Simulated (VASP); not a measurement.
OSZICAR of a VASP run on SnSe$_{2}$ (1T layered):

File OSZICAR:
```
       N       E                     dE             d eps       ncg     rms          rms(c)
DAV:   1     0.165400942355E+03    0.16540E+03   -0.12483E+04   680   0.162E+03
DAV:   2    -0.167234719083E+02   -0.18212E+03   -0.17961E+03   778   0.366E+02
DAV:   3    -0.363769960187E+02   -0.19654E+02   -0.18784E+02   852   0.122E+02
DAV:   4    -0.369558998145E+02   -0.57890E+00   -0.57856E+00   814   0.225E+01
DAV:   5    -0.369644194891E+02   -0.85197E-02   -0.85185E-02   913   0.291E+00    0.728E+00
DAV:   6    -0.389803093529E+02   -0.20159E+01   -0.59920E+00   686   0.355E+01    0.234E+00
DAV:   7    -0.364038142955E+02    0.25765E+01   -0.31393E+00   791   0.134E+01    0.137E+00
DAV:   8    -0.363791818891E+02    0.24632E-01   -0.26066E-01   856   0.560E+00    0.117E+00
DAV:   9    -0.363716135199E+02    0.75684E-02   -0.48987E-01   714   0.545E+00    0.597E-01
DAV:  10    -0.363556144443E+02    0.15999E-01   -0.32942E-01   686   0.529E+00    0.455E-01
DAV:  11    -0.364410843846E+02   -0.85470E-01   -0.48077E-02   689   0.244E+00    0.114E-01
DAV:  12    -0.364427578131E+02   -0.16734E-02   -0.20732E-03   830   0.465E-01    0.459E-02
DAV:  13    -0.364422273468E+02    0.53047E-03   -0.14871E-03   710   0.487E-01    0.333E-02
DAV:  14    -0.364432228834E+02   -0.99554E-03   -0.60700E-04   775   0.301E-01    0.154E-02
DAV:  15    -0.364432443385E+02   -0.21455E-04   -0.10847E-04   780   0.117E-01    0.992E-03
DAV:  16    -0.364433014173E+02   -0.57079E-04   -0.22129E-05   874   0.514E-02    0.575E-03
DAV:  17    -0.364433121482E+02   -0.10731E-04   -0.70648E-06   731   0.300E-02    0.271E-03
DAV:  18    -0.364433198155E+02   -0.76672E-05   -0.26877E-06   753   0.197E-02    0.111E-03
DAV:  19    -0.364433211802E+02   -0.13648E-05   -0.13336E-06   715   0.147E-02    0.103E-03
DAV:  20    -0.364433212895E+02   -0.10921E-06   -0.15262E-07   564   0.442E-03    0.643E-04
DAV:  21    -0.364433212570E+02    0.32483E-07   -0.45824E-08   500   0.226E-03
   1 F= -.36443321E+02 E0= -.36443321E+02  d E =-.364433E+02
       N       E                     dE             d eps       ncg     rms          rms(c)
DAV:   1    -0.364550883316E+02   -0.11767E-01   -0.10219E+00   680   0.513E+00    0.357E-01
DAV:   2    -0.364607776724E+02   -0.56893E-02   -0.47810E-02   825   0.139E+00    0.123E-01
DAV:   3    -0.364608126141E+02   -0.34942E-04   -0.97449E-04   832   0.277E-01    0.813E-02
DAV:   4    -0.364607415971E+02    0.71017E-04   -0.45195E-04   828   0.171E-01    0.289E-02
DAV:   5    -0.364607297904E+02    0.11807E-04   -0.12362E-04   709   0.101E-01    0.855E-03
DAV:   6    -0.364607542406E+02   -0.24450E-04   -0.60539E-05   693   0.649E-02    0.868E-03
DAV:   7    -0.364607689866E+02   -0.14746E-04   -0.76142E-06   710   0.253E-02    0.462E-03
DAV:   8    -0.364607694701E+02   -0.48347E-06   -0.79358E-07   904   0.754E-03    0.177E-03
DAV:   9    -0.364607696629E+02   -0.19283E-06   -0.30858E-07   618   0.608E-03    0.451E-04
DAV:  10    -0.364607697905E+02   -0.12763E-06   -0.65016E-08   539   0.268E-03    0.281E-04
DAV:  11    -0.364607697763E+02    0.14272E-07   -0.44576E-08   501   0.222E-03
   2 F= -.36460770E+02 E0= -.36460770E+02  d E =-.174485E-01
       N       E                     dE             d eps       ncg     rms          rms(c)
DAV:   1    -0.364558788985E+02    0.48909E-02   -0.34022E+00   680   0.938E+00    0.691E-01
DAV:   2    -0.364754837249E+02   -0.19605E-01   -0.16149E-01   834   0.252E+00    0.224E-01
DAV:   3    -0.364753755493E+02    0.10818E-03   -0.30300E-03   817   0.490E-01    0.149E-01
DAV:   4    -0.364751001763E+02    0.27537E-03   -0.16016E-03   840   0.321E-01    0.513E-02
DAV:   5    -0.364750688991E+02    0.31277E-04   -0.40074E-04   709   0.182E-01    0.157E-02
DAV:   6    -0.364751339034E+02   -0.65004E-04   -0.17390E-04   713   0.113E-01    0.159E-02
DAV:   7    -0.364751799488E+02   -0.46045E-04   -0.24274E-05   700   0.462E-02    0.827E-03
DAV:   8    -0.364751809783E+02   -0.10295E-05   -0.24466E-06   879   0.138E-02    0.311E-03
DAV:   9    -0.364751816766E+02   -0.69823E-06   -0.10787E-06   698   0.113E-02    0.839E-04
DAV:  10    -0.364751820572E+02   -0.38063E-06   -0.27224E-07   782   0.503E-03    0.573E-04
DAV:  11    -0.364751820684E+02   -0.11224E-07   -0.16864E-07   555   0.414E-03
   3 F= -.36475182E+02 E0= -.36475182E+02  d E =-.318608E-01
       N       E                     dE             d eps       ncg     rms          rms(c)
DAV:   1    -0.365304411419E+02   -0.55259E-01   -0.25250E+00   680   0.111E+01    0.122E+00
DAV:   2    -0.364996867080E+02    0.30754E-01   -0.13008E-01   727   0.315E+00    0.673E-01
DAV:   3    -0.364874680714E+02    0.12219E-01   -0.28619E-02   829   0.133E+00    0.291E-01
DAV:   4    -0.364858705764E+02    0.15975E-02   -0.64807E-03   808   0.770E-01    0.620E-02
DAV:   5    -0.364860613897E+02   -0.19081E-03   -0.18924E-03   703   0.431E-01    0.330E-02
DAV:   6    -0.364865373552E+02   -0.47597E-03   -0.91296E-04   680   0.249E-01    0.229E-02
DAV:   7    -0.364866520501E+02   -0.11469E-03   -0.19529E-04   699   0.159E-01    0.896E-03
DAV:   8    -0.364866768437E+02   -0.24794E-04   -0.37273E-05   775   0.654E-02    0.607E-03
DAV:   9    -0.364866804931E+02   -0.36493E-05   -0.12585E-05   685   0.411E-02    0.222E-03
DAV:  10    -0.364866861505E+02   -0.56574E-05   -0.54674E-06   760   0.266E-02    0.737E-04
DAV:  11    -0.364866868621E+02   -0.71163E-06   -0.85537E-07   719   0.111E-02    0.603E-04
DAV:  12    -0.364866870305E+02   -0.16841E-06   -0.21081E-07   697   0.514E-03    0.371E-04
DAV:  13    -0.364866870487E+02   -0.18248E-07   -0.59606E-08   520   0.283E-03
   4 F= -.36486687E+02 E0= -.36486687E+02  d E =-.115050E-01
       N       E                     dE             d eps       ncg     rms          rms(c)
DAV:   1    -0.365511374637E+02   -0.64450E-01   -0.34271E+00   681   0.130E+01    0.142E+00
DAV:   2    -0.365091899764E+02    0.41947E-01   -0.17815E-01   743   0.365E+00    0.783E-01
DAV:   3    -0.364924678578E+02    0.16722E-01   -0.37890E-02   829   0.148E+00    0.343E-01
DAV:   4    -0.364901026097E+02    0.23652E-02   -0.87516E-03   832   0.888E-01    0.714E-02
DAV:   5    -0.364904340695E+02   -0.33146E-03   -0.25346E-03   704   0.506E-01    0.384E-02
DAV:   6    -0.364910577616E+02   -0.62369E-03   -0.13597E-03   696   0.309E-01    0.274E-02
DAV:   7    -0.364912391745E+02   -0.18141E-03   -0.29012E-04   698   0.193E-01    0.107E-02
DAV:   8    -0.364912721290E+02   -0.32955E-04   -0.50864E-05   768   0.768E-02    0.724E-03
DAV:   9    -0.364912760957E+02   -0.39667E-05   -0.15712E-05   736   0.457E-02    0.275E-03
DAV:  10    -0.364912832294E+02   -0.71337E-05   -0.78194E-06   699   0.315E-02    0.939E-04
DAV:  11    -0.364912844360E+02   -0.12066E-05   -0.11357E-06   754   0.129E-02    0.730E-04
DAV:  12    -0.364912846595E+02   -0.22350E-06   -0.25727E-07   682   0.586E-03    0.456E-04
DAV:  13    -0.364912846818E+02   -0.22273E-07   -0.66624E-08   529   0.309E-03
   5 F= -.36491285E+02 E0= -.36491285E+02  d E =-.161026E-01
       N       E                     dE             d eps       ncg     rms          rms(c)
DAV:   1    -0.364913711142E+02   -0.86455E-04   -0.46467E-03   681   0.480E-01    0.519E-02
DAV:   2    -0.364913136233E+02    0.57491E-04   -0.24415E-04   734   0.175E-01    0.289E-02
DAV:   3    -0.364912913577E+02    0.22266E-04   -0.51469E-05   851   0.779E-02    0.124E-02
DAV:   4    -0.364912876102E+02    0.37475E-05   -0.15222E-05   886   0.352E-02    0.273E-03
DAV:   5    -0.364912880667E+02   -0.45656E-06   -0.39490E-06   687   0.196E-02    0.150E-03
DAV:   6    -0.364912886397E+02   -0.57297E-06   -0.18259E-06   698   0.111E-02    0.103E-03
DAV:   7    -0.364912887958E+02   -0.15614E-06   -0.35056E-07   701   0.708E-03    0.380E-04
DAV:   8    -0.364912888539E+02   -0.58052E-07   -0.60210E-08   538   0.274E-03
   6 F= -.36491289E+02 E0= -.36491289E+02  d E =-.161068E-01
       N       E                     dE             d eps       ncg     rms          rms(c)
DAV:   1    -0.364912659170E+02    0.22879E-04   -0.20766E-02   680   0.738E-01    0.500E-02
DAV:   2    -0.364913790202E+02   -0.11310E-03   -0.99843E-04   903   0.208E-01    0.184E-02
DAV:   3    -0.364913815598E+02   -0.25396E-05   -0.21687E-05   804   0.419E-02    0.124E-02
DAV:   4    -0.364913809566E+02    0.60313E-06   -0.99911E-06   846   0.248E-02    0.462E-03
DAV:   5    -0.364913807879E+02    0.16871E-06   -0.28433E-06   707   0.156E-02    0.126E-03
DAV:   6    -0.364913816279E+02   -0.84001E-06   -0.14657E-06   721   0.102E-02    0.129E-03
DAV:   7    -0.364913819518E+02   -0.32381E-06   -0.14398E-07   553   0.330E-03    0.744E-04
DAV:   8    -0.364913819819E+02   -0.30116E-07   -0.21745E-08   393   0.161E-03
   7 F= -.36491382E+02 E0= -.36491382E+02  d E =-.931280E-04
```

**Question.** Which electronic solver shows in the log?

**Answer.** It is blocked Davidson (ALGO = Normal, or the opening steps of other solvers). The INCAR had ALGO = Normal.

**Question.** Can the final energy be trusted as converged?

**Answer.** The run converged. It stopped with EDIFF = 1E-7, NELM = 100, NSW = 30 and EDIFFG = -0.01 after 7 ionic steps (TPSS meta-GGA, plane waves, VASP's PBE PAW potentials (set 64)). Without a dispersion term in the relaxation, distances and binding between the weakly bound layers, chains or molecules are unreliable, and so is what depends on them.

The compound is SnSe2 in the 1T layered structure. This cell is one point of a volume scan, at 1.06 of the reference volume. Symmetry was kept, so distortions that lower it aren't found.
